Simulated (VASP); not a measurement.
Computed with HSE06 screened hybrid, VASP's PBE PAW potentials (set 64) (plane waves; VASP).

The input files of a VASP run:

INCAR:
```
ENCUT=520   ! plane-wave cut-off (eV)
LMAXMIX=4
ISIF=2
PREC=Accurate
ISMEAR=0   ! Gaussian
ISYM=3
SIGMA=0.05
EDIFF=1E-6
LCHARG=F
AEXX=0.25
LWAVE=F
LASPH=T   ! aspherical one-centre terms
NELM=60
LREAL=F
GGA=PE
SYSTEM=GaN
ALGO=Normal
PRECFOCK=Fast
HFSCREEN=0.2
LHFCALC=T
```

File KPOINTS:
```
kpoints
0
G
8 8 8
```

### POSCAR
```
GaN
1
    0.0000000000     2.2520892816     2.2520892816
    2.2520892816     0.0000000000     2.2520892816
    2.2520892816     2.2520892816     0.0000000000
Ga N
1 1
Direct
  0.0000000000   0.0000000000   0.0000000000
  0.2500000000   0.2500000000   0.2500000000
```

POTCAR, in this order: Ga_d N (PBE.64 set). Program: vasp_std. Read from the step before: WAVECAR.

The run wrote:

File OSZICAR:
```
       N       E                     dE             d eps       ncg     rms          rms(c)
DAV:   1    -0.147797553141E+02   -0.14780E+02   -0.59852E-01  1077   0.279E+01    0.605E-01
DAV:   2    -0.147765273492E+02    0.32280E-02   -0.46705E-02   973   0.650E+00    0.395E-01
DAV:   3    -0.147744832228E+02    0.20441E-02   -0.65488E-03   966   0.234E+00    0.213E-01
DAV:   4    -0.147742128512E+02    0.27037E-03   -0.14306E-03  1012   0.543E-01    0.100E-01
DAV:   5    -0.147741238093E+02    0.89042E-04   -0.81757E-05   898   0.119E-01    0.582E-02
DAV:   6    -0.147740893343E+02    0.34475E-04   -0.13121E-05   804   0.442E-02    0.339E-02
DAV:   7    -0.147740780576E+02    0.11277E-04   -0.43879E-06   804   0.233E-02    0.198E-02
DAV:   8    -0.147740737515E+02    0.43061E-05   -0.12099E-06   542   0.162E-02    0.119E-02
DAV:   9    -0.147740721487E+02    0.16028E-05   -0.68944E-07   392   0.117E-02    0.736E-03
DAV:  10    -0.147740716576E+02    0.49109E-06   -0.37877E-07   392   0.729E-03
   1 F= -.14774072E+02 E0= -.14774072E+02  d E =-.652682E-19
```

File OUTCAR:
```
------------------------ aborting loop because EDIFF is reached ----------------------------------------
  FORCE on cell =-STRESS in cart. coord.  units (eV):
  Direction    XX          YY          ZZ          XY          YZ          ZX
  --------------------------------------------------------------------------------------
  Total       -0.1304591     -0.1304591     -0.1304591     -0.0000000     -0.0000000      0.0000000
  in kB       -9.1495143     -9.1495143     -9.1495143     -0.0000000     -0.0000000      0.0000000
  external PRESSURE =      -9.1495143 kB  Pullay stress =       0.0000000 kB
  volume of cell :       22.84
      direct lattice vectors                 reciprocal lattice vectors
     0.000000000  2.252089282  2.252089282    -0.222016065  0.222016065  0.222016065
     2.252089282  0.000000000  2.252089282     0.222016065 -0.222016065  0.222016065
     2.252089282  2.252089282  0.000000000     0.222016065  0.222016065 -0.222016065
  FREE ENERGIE OF THE ION-ELECTRON SYSTEM (eV)
  ---------------------------------------------------
  free  energy   TOTEN  =       -14.7740716576 eV

  energy  without entropy=      -14.7740716576  energy(sigma->0) =      -14.77407166

  exchange ACFDT corr.  =         0.00000000  see jH, gK, PRB 81, 115126
```
(Selected blocks of OUTCAR.)

**OUTCAR**
```
 val. band max:        4.4666848703   @ k =   0.0000   0.0000   0.0000

 cond. band min:       7.4719662174   @ k =   0.0000   0.0000   0.0000


 Fermi energy:         4.7644502319

 k-point     1 :       0.0000    0.0000    0.0000
  band No.  band energies     occupation
      1     -12.9953      2.00000
      2     -11.1097      2.00000
      3     -11.1097      2.00000
      4     -11.1097      2.00000
      5     -10.7918      2.00000
      6     -10.7918      2.00000
      7       4.4667      2.00000
      8       4.4667      2.00000
      9       4.4667      2.00000
     10       7.4720      0.00000
     11      16.4182      0.00000
     12      16.4182      0.00000
     13      16.4182      0.00000

 k-point     2 :       0.1250    0.0000    0.0000
  band No.  band energies     occupation
      1     -12.8438      2.00000
      2     -11.0902      2.00000
      3     -11.0902      2.00000
      4     -11.0104      2.00000
      5     -10.7935      2.00000
      6     -10.7935      2.00000
      7       2.9080      2.00000
      8       4.2919      2.00000
      9       4.2919      2.00000
     10       8.6219      0.00000
     11      15.7081      0.00000
     12      16.6820      0.00000
     13      16.6820      0.00000

 k-point     3 :       0.2500    0.0000    0.0000
  band No.  band energies     occupation
      1     -12.5590      2.00000
      2     -11.0511      2.00000
      3     -11.0511      2.00000
      4     -10.7884      2.00000
      5     -10.7884      2.00000
      6     -10.5724      2.00000
      7       0.3332      2.00000
      8       3.9045      2.00000
      9       3.9046      2.00000
     10       9.9565      0.00000
     11      14.9080      0.00000
     12      16.9032      0.00000
     13      16.9033      0.00000

 k-point     4 :       0.3750    0.0000    0.0000
  band No.  band energies     occupation
      1     -12.4079      2.00000
      2     -11.0275      2.00000
      3     -11.0275      2.00000
...
```

The compound is GaN in the zinc blende structure, a metastable form; wurtzite is the usual one. This cell is one point of a volume scan, at 0.97 of the reference volume. The cell's shape comes from a PBE relaxation.
